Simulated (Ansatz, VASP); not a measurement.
# Si in VASP and in Ansatz

```
Si
1.0
     0.00000    2.70097    2.70097
     2.70097    0.00000    2.70097
     2.70097    2.70097    0.00000
Si
2
Direct
  0.75000 0.75000 0.75000
  0.50000 0.50000 0.50000
```

Alike in both runs: task relaxation of cell and atoms; functional LDA; k mesh 12 × 12 × 12; occupations gaussian, width 0.02 eV; no spin polarisation.

|  | VASP | Ansatz |
| --- | --- | --- |
| version | VASP 6.6.1 | Ansatz 0.2.0 |
| potentials or method | VASP PAW LDA potentials, release 64 (Si) | scalar-relativistic, plane waves, PAW |
| plane-wave cutoff (eV) | 600 | 420 |
| valence electrons in the cell | 8 | 8 |

|  | VASP | Ansatz | Ansatz less VASP |
| --- | --- | --- | --- |
| gap on the k mesh at the Fermi level, each at its own relaxed structure (eV) | 0.44 | 0.44 | 0.000 |
| relaxed volume (Å³/atom) | 19.72 | 19.70 | -0.018 |
| relaxed cell length with the largest relative difference (Å) | 3.821 | 3.820 | -0.0012 |

A k mesh can miss the band edges. Expect the measured gap to be larger: semilocal functionals such as LDA lack the derivative discontinuity.
